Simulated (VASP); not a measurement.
Rb2O3:

```
Rb O
1.0
    -4.64420    4.64420    4.64420
     4.64420   -4.64420    4.64420
     4.64420    4.64420   -4.64420
Rb O
8 12
Direct
  0.89246 0.89246 0.89246
  0.10754 0.50000 0.00000
  0.50000 0.00000 0.60754
  0.00000 0.10754 0.50000
  0.60754 0.50000 0.00000
  0.39246 0.39246 0.39246
  0.00000 0.60754 0.50000
  0.50000 0.00000 0.10754
  0.25000 0.19590 0.94590
  0.80410 0.25000 0.05410
  0.75000 0.30410 0.55410
  0.69590 0.75000 0.44590
  0.94590 0.25000 0.19590
  0.05410 0.80410 0.25000
  0.55410 0.75000 0.30410
  0.44590 0.69590 0.75000
  0.75000 0.44590 0.69590
  0.19590 0.94590 0.25000
  0.25000 0.05410 0.80410
  0.30410 0.55410 0.75000
```

| Property | Result |
| --- | --- |
| Program | VASP 6.6.1 |
| Task | relaxation of cell and atoms |
| Functional | LDA |
| Potentials or basis | VASP PAW LDA potentials, release 64 (Rb_sv, O) |
| Cutoff | 600 eV |
| k mesh | 6 × 6 × 6 |
| Occupations | methfessel-paxton, width 0.1 eV |
| Spin | no spin polarisation |

At the start: pressure -1.1 GPa; volume 20.03 Å³/atom.

Task: Where does the relaxation end?

Result: Over 9 steps the energy falls by 61.7 meV/atom and the volume is 17.51 Å³/atom (-12.6 %); space group I-43d (No. 220, to 0.05 Å).

The path:
```
step  energy change (eV)  largest force (eV/Å)  pressure (GPa)  volume (Å³)
   1              0.0000                2.7743           -1.11       400.68
   2              1.9109                3.8265           -7.61       392.67
   3             -0.5736                0.1888           -3.91       398.37
   4             -1.0481                0.1509           -2.42       373.66
   5             -1.2311                0.1215           -0.43       352.08
   6             -1.2336                0.1188           -0.10       349.12
   7             -1.2335                0.1192           -0.21       350.07
   8             -1.2243                0.3559            0.28       350.20
   9             -1.2347                0.0062           -0.07       350.10
```

Final structure:
```
CELL_PARAMETERS angstrom
-4.43995 4.43995 4.43995
4.43995 -4.43995 4.43995
4.43995 4.43995 -4.43995
ATOMIC_POSITIONS crystal
Rb 0.89390 0.89390 0.89390
Rb 0.10610 0.50000 0.00000
Rb 0.50000 0.00000 0.60610
Rb 0.00000 0.10610 0.50000
Rb 0.60610 0.50000 0.00000
Rb 0.39390 0.39390 0.39390
Rb 0.00000 0.60610 0.50000
Rb 0.50000 0.00000 0.10610
O 0.25000 0.20255 0.95255
O 0.79745 0.25000 0.04745
O 0.75000 0.29745 0.54745
O 0.70255 0.75000 0.45255
O 0.95255 0.25000 0.20255
O 0.04745 0.79745 0.25000
O 0.54745 0.75000 0.29745
O 0.45255 0.70255 0.75000
O 0.75000 0.45255 0.70255
O 0.20255 0.95255 0.25000
O 0.25000 0.04745 0.79745
O 0.29745 0.54745 0.75000
```

Caveat: the volume moved by -13 % from the deposited cell, more than functionals usually miss.
